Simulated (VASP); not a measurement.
Input for VASP

### KPOINTS
```
Automatic mesh
0
Gamma
3 3 2
0 0 0
```

POSCAR:
```
CdSe
1
    4.1441121000    -7.1778119139     0.0000000000
    4.1441121000     7.1778119139     0.0000000000
    0.0000000000     0.0000000000    13.5117329400
Cd Se
2 2
Direct
  0.6666670000   0.3333330000   0.5000000000
  0.3333330000   0.6666670000   0.0000000000
  0.6666670000   0.3333330000   0.8760000000
  0.3333330000   0.6666670000   0.3760000000
```

INCAR:
```
SYSTEM = CdSe
PREC = Accurate
ENCUT = 400
EDIFF = 1E-6
NELM = 100
ALGO = Normal
LREAL = .FALSE.
LASPH = .TRUE.
ISMEAR = 0
SIGMA = 0.05
GGA = PE
LMAXMIX = 4
LWAVE = .FALSE.
LCHARG = .FALSE.
ISIF = 2
```

POTCAR, in this order: Cd Se (PBE.64 set). Program: vasp_std.

Does this input run properly? What does VASP do?

There is a fault: the lattice was typed in bohr, and VASP reads ångström. The run ends without an error. Against the sound run, the energy per atom (σ→0) increases by 2.559 eV/atom; the pressure drops by 0.18 GPa; the volume goes up by 570 %.

standard output:
```
 POSCAR found type information on POSCAR CdSe
 POSCAR found :  2 types and       4 ions
 Reading from existing POTCAR
 Reading from existing POTCAR
 LDA part: xc-table for (Slater+PW92), standard interpolation
 POSCAR, INCAR and KPOINTS ok, starting setup
 WAVECAR not read
 entering main loop
       N       E                     dE             d eps       ncg     rms          rms(c)
DAV:   1     0.284225101451E+03    0.28423E+03   -0.88158E+03   264   0.885E+02
DAV:   2     0.379853104505E+02   -0.24624E+03   -0.23836E+03   408   0.195E+02
DAV:   3    -0.273385737770E+01   -0.40719E+02   -0.38578E+02   276   0.105E+02
DAV:   4    -0.368236542491E+01   -0.94851E+00   -0.94749E+00   300   0.179E+01
DAV:   5    -0.369354432483E+01   -0.11179E-01   -0.11178E-01   350   0.154E+00    0.800E+00
DAV:   6    -0.281510123127E+01    0.87844E+00   -0.11449E+02   264   0.125E+01    0.477E+00
DAV:   7    -0.160029799614E+01    0.12148E+01   -0.22341E+00   264   0.697E+00    0.254E+00
DAV:   8    -0.984423979955E+00    0.61587E+00   -0.64195E-01   264   0.306E+00    0.146E+00
DAV:   9    -0.787574974672E+00    0.19685E+00   -0.19295E-01   310   0.119E+00    0.594E-01
DAV:  10    -0.777413079028E+00    0.10162E-01   -0.24363E-02   318   0.364E-01    0.327E-01
DAV:  11    -0.779489580775E+00   -0.20765E-02   -0.16590E-02   282   0.363E-01    0.355E-01
DAV:  12    -0.776657254024E+00    0.28323E-02   -0.66274E-03   264   0.360E-01    0.196E-01
DAV:  13    -0.774088234222E+00    0.25690E-02   -0.14830E-03   276   0.188E-01    0.216E-02
DAV:  14    -0.774551399621E+00   -0.46317E-03   -0.25653E-04   278   0.582E-02    0.655E-02
DAV:  15    -0.774387954307E+00    0.16345E-03   -0.12642E-04   300   0.415E-02    0.990E-03
DAV:  16    -0.774446177561E+00   -0.58223E-04   -0.37210E-05   222   0.196E-02    0.255E-03
DAV:  17    -0.774478403754E+00   -0.32226E-04   -0.14434E-05   284   0.127E-02    0.170E-02
DAV:  18    -0.774463908220E+00    0.14496E-04   -0.55707E-06   270   0.798E-03    0.561E-03
DAV:  19    -0.774462809167E+00    0.10991E-05   -0.23842E-06   252   0.545E-03    0.220E-03
DAV:  20    -0.774462637348E+00    0.17182E-06   -0.42397E-07   186   0.246E-03
   1 F= -.77446264E+00 E0= -.73895183E+00  d E =-.710216E-01
```

### OUTCAR
```
------------------------ aborting loop because EDIFF is reached ----------------------------------------
  FORCE on cell =-STRESS in cart. coord.  units (eV):
  Direction    XX          YY          ZZ          XY          YZ          ZX
  --------------------------------------------------------------------------------------
  Total       -1.6334545     -1.6334542     -1.6149457      0.0000000      0.0000000      0.0000000
  in kB       -3.2557648     -3.2557640     -3.2188735      0.0000000      0.0000000      0.0000000
  external PRESSURE =      -3.2434674 kB  Pullay stress =       0.0000000 kB
  volume of cell :      803.83
      direct lattice vectors                 reciprocal lattice vectors
     4.144112100 -7.177811914  0.000000000     0.120653107 -0.069659111  0.000000000
     4.144112100  7.177811914  0.000000000     0.120653107  0.069659111  0.000000000
     0.000000000  0.000000000 13.511732940     0.000000000  0.000000000  0.074009752
  FREE ENERGIE OF THE ION-ELECTRON SYSTEM (eV)
  ---------------------------------------------------
  free  energy   TOTEN  =        -0.7744626373 eV

  energy  without entropy=       -0.7034410240  energy(sigma->0) =       -0.73895183
```
(Selected blocks of OUTCAR.)

To mend it, correct POSCAR, correct KPOINTS.
### POSCAR
```
CdSe
1
    2.1930000000    -3.7983870000     0.0000000000
    2.1930000000     3.7983870000     0.0000000000
    0.0000000000     0.0000000000     7.1502000000
Cd Se
2 2
Direct
  0.6666670000   0.3333330000   0.5000000000
  0.3333330000   0.6666670000   0.0000000000
  0.6666670000   0.3333330000   0.8760000000
  0.3333330000   0.6666670000   0.3760000000
```
**KPOINTS**
```
Automatic mesh
0
Gamma
5 5 3
0 0 0
```
The mended run (PBE GGA, plane waves, VASP's PBE PAW potentials (set 64)) converges, and its OSZICAR ends with
```
   1 F= -.10974550E+02 E0= -.10974550E+02  d E =-.856560E-14
```

The compound is CdSe in the wurtzite structure. The cell was not relaxed at this level.
